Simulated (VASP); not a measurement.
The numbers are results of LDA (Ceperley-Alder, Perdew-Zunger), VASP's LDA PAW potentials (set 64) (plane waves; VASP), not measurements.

VASP input:

**KPOINTS**
```
Automatic mesh
0
Gamma
9 9 9
0 0 0
```

INCAR:
```
SYSTEM = KI
PREC = Accurate
ENCUT = 400
EDIFF = 1E-7
NELM = 100
ALGO = Normal
LREAL = .FALSE.
LASPH = .TRUE.
ISMEAR = 0
SIGMA = 0.01
LMAXMIX = 4
LWAVE = .FALSE.
LCHARG = .FALSE.
LOPTICS = .TRUE.
NBANDS = 36
NEDOS = 1001
CSHIFT = 0.1
```

### POSCAR
```
KI
1
    0.0000000000     3.4131960256     3.4131960256
    3.4131960256     0.0000000000     3.4131960256
    3.4131960256     3.4131960256     0.0000000000
K I
1 1
Direct
  0.0000000000   0.0000000000   0.0000000000
  0.5000000000   0.5000000000   0.5000000000
```

POTCAR, in this order: K_sv I (LDA.64 set). Program: vasp_std.

Unless said otherwise, spin-orbit coupling is left out, though it shifts the bands of the heavy elements here.

Question: Predict the energy per atom (σ→0), band gap (on the k-mesh).

Answer: 
energy per atom (σ→0): -3.083 eV/atom
band gap (on the k-mesh): 3.87 eV

### OSZICAR
```
...
DAV:   8    -0.616607037683E+01    0.49653E-03   -0.42865E-03  2968   0.273E-01    0.230E-01
DAV:   9    -0.616617547059E+01   -0.10509E-03   -0.52589E-04  3308   0.597E-02    0.947E-02
DAV:  10    -0.616617639798E+01   -0.92739E-06   -0.21957E-05  3312   0.147E-02    0.399E-02
DAV:  11    -0.616617819993E+01   -0.18019E-05   -0.15255E-06  3060   0.534E-03    0.176E-02
DAV:  12    -0.616617803300E+01    0.16692E-06   -0.21550E-07  3064   0.175E-03    0.728E-03
DAV:  13    -0.616617801008E+01    0.22919E-07   -0.12483E-07  3036   0.778E-04
   1 F= -.61661780E+01 E0= -.61661780E+01  d E =-.269592E-21
 imaginary and real dielectric function
```

The compound is KI in the rock salt structure. It was relaxed first, which changed the volume by -10 %.
